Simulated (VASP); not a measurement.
All values below come from PBE GGA, VASP's PBE PAW potentials (set 64) (plane waves; VASP).

Input for VASP

**KPOINTS**
```
Automatic mesh
0
Gamma
7 7 7
0 0 0
```

**INCAR**
```
ALGO=Normal
EDIFF=1E-6
EDIFFG=-0.02
ENCUT=500
GGA=PE
IBRION=2
ISIF=3
ISMEAR=1
LASPH=.TRUE.
LCHARG=.FALSE.
LMAXMIX=4
LREAL=.FALSE.
LWAVE=.FALSE.
NELM=100
NSW=40
PREC=Accurate
PSTRESS=450
SIGMA=0.1
SYSTEM=Mo3Si
```

File POSCAR:
```
Mo3Si
1
    4.6930162668     0.0000000000    -0.0000000000
    0.0000000000     4.6930162668    -0.0000000000
   -0.0000000000    -0.0000000000     4.6930162668
Si Mo
2 6
Direct
  0.5000000000   0.5000000000   0.5000000000
  0.0000000000   1.0000000000   1.0000000000
  0.2500000000   0.0000000000   0.5000000000
  0.5000000000   0.2500000000   0.0000000000
  0.5000000000   0.7500000000   1.0000000000
  0.7500000000   1.0000000000   0.5000000000
  0.0000000000   0.5000000000   0.7500000000
  1.0000000000   0.5000000000   0.2500000000
```

POTCAR, in this order: Si Mo_sv (PBE.64 set). Program: vasp_std.

Output

### OSZICAR
```
       N       E                     dE             d eps       ncg     rms          rms(c)
DAV:   1     0.112412549397E+04    0.11241E+04   -0.55229E+04  2208   0.169E+03
DAV:   2    -0.284921798847E+02   -0.11526E+04   -0.11241E+04  2349   0.542E+02
DAV:   3    -0.797310499060E+02   -0.51239E+02   -0.49789E+02  2858   0.102E+02
DAV:   4    -0.807380614264E+02   -0.10070E+01   -0.99412E+00  2649   0.120E+01
DAV:   5    -0.807550201455E+02   -0.16959E-01   -0.16926E-01  2649   0.159E+00    0.579E+01
DAV:   6    -0.774999185067E+02    0.32551E+01   -0.11100E+01  2438   0.160E+01    0.200E+01
DAV:   7    -0.772102564629E+02    0.28966E+00   -0.98123E-01  2693   0.473E+00    0.456E+00
DAV:   8    -0.771717428163E+02    0.38514E-01   -0.10283E-01  2483   0.120E+00    0.468E-01
DAV:   9    -0.771710882431E+02    0.65457E-03   -0.56373E-03  2626   0.292E-01    0.251E-01
DAV:  10    -0.771711562362E+02   -0.67993E-04   -0.50346E-04  2670   0.150E-01    0.992E-02
DAV:  11    -0.771711650093E+02   -0.87731E-05   -0.11192E-05  2546   0.187E-02    0.231E-02
DAV:  12    -0.771711611986E+02    0.38108E-05   -0.70557E-06  2508   0.162E-02    0.274E-03
DAV:  13    -0.771711610664E+02    0.13212E-06   -0.14211E-07  1554   0.192E-03
   1 F= -.48140421E+02 E0= -.48140300E+02  d E =-.481404E+02
```

OUTCAR:
```
------------------------ aborting loop because EDIFF is reached ----------------------------------------
  FORCE on cell =-STRESS in cart. coord.  units (eV):
  Direction    XX          YY          ZZ          XY          YZ          ZX
  --------------------------------------------------------------------------------------
  Total       28.9430846     28.9430846     28.9430846      0.0000000      0.0000000     -0.0000000
  in kB      448.6412666    448.6412666    448.6412666      0.0000000      0.0000000     -0.0000000
  external PRESSURE =      -1.3587334 kB  Pullay stress =     450.0000000 kB
  volume of cell :      103.36
      direct lattice vectors                 reciprocal lattice vectors
     4.693016267  0.000000000  0.000000000     0.213082577  0.000000000  0.000000000
     0.000000000  4.693016267  0.000000000     0.000000000  0.213082577  0.000000000
     0.000000000  0.000000000  4.693016267     0.000000000  0.000000000  0.213082577
 POSITION                                       TOTAL-FORCE (eV/Angst)
 -----------------------------------------------------------------------------------
      2.34651      2.34651      2.34651        -0.000000     -0.000000      0.000000
      0.00000      0.00000      0.00000        -0.000000     -0.000000      0.000000
      1.17325      0.00000      2.34651         0.000000      0.000000      0.000000
      2.34651      1.17325      0.00000         0.000000      0.000000      0.000000
      2.34651      3.51976      0.00000        -0.000000     -0.000000     -0.000000
      3.51976      0.00000      2.34651        -0.000000     -0.000000     -0.000000
      0.00000      2.34651      3.51976         0.000000     -0.000000      0.000000
      0.00000      2.34651      1.17325        -0.000000      0.000000      0.000000
 -----------------------------------------------------------------------------------
    total drift:                                0.000000      0.000000     -0.000000
  FREE ENERGIE OF THE ION-ELECTRON SYSTEM (eV)
  ---------------------------------------------------
  free  energy   TOTEN  =       -77.1711610664 eV

  energy  without entropy=      -77.1707996598  energy(sigma->0) =      -77.17104060
  enthalpy is  TOTEN    =       -48.1404208120 eV   P V=       29.0307402545

 reached required accuracy - stopping structural energy minimisation
```
(Selected blocks of OUTCAR.)

**OUTCAR**
```
 val. band max:       14.7196149467   @ k =   0.4286   0.1429   0.1429

 cond. band min:      14.7856506065   @ k =   0.4286   0.2857   0.1429


 Fermi energy:        14.7779883938

 k-point     1 :       0.0000    0.0000    0.0000
  band No.  band energies     occupation
      1     -46.5471      2.00000
      2     -46.3523      2.00000
      3     -46.3523      2.00000
      4     -45.8551      2.00000
      5     -45.8551      2.00000
      6     -45.8551      2.00000
      7     -22.2310      2.00000
      8     -22.2310      2.00000
      9     -21.9367      2.00000
     10     -20.8981      2.00000
     11     -20.8981      2.00000
     12     -20.8981      2.00000
     13     -20.1654      2.00000
     14     -20.1654      2.00000
     15     -20.1654      2.00000
     16     -20.1063      2.00000
     17     -20.1063      2.00000
     18     -20.1063      2.00000
     19     -19.9254      2.00000
     20     -19.9254      2.00000
     21     -19.9254      2.00000
     22     -18.9191      2.00000
     23     -18.9191      2.00000
     24     -18.9191      2.00000
     25       3.6083      2.00000
     26       5.2340      2.00000
     27       8.5963      2.00000
     28       8.5963      2.00000
     29       8.5963      2.00000
     30       9.1637      2.00000
     31       9.1637      2.00000
     32       9.1637      2.00000
     33       9.6552      2.00000
     34       9.6552      2.00000
     35      10.0848      2.00000
     36      11.2229      2.00000
     37      11.6676      2.00000
     38      11.6676      2.00000
     39      11.6676      2.00000
     40      12.2557      2.00000
     41      12.2557      2.00000
     42      12.2557      2.00000
     43      12.9827      2.00000
     44      12.9827      2.00000
     45      16.2597     -0.00000
     46      16.2597     -0.00000
     47      16.2597     -0.00000
     48      17.5797      0.00000
     49      17.6178      0.00000
     50      17.6179      0.00000
     51      17.8721      0.00000
...
```

The compound is Mo3Si in the A15 structure. It was relaxed first under an external pressure of 45 GPa.
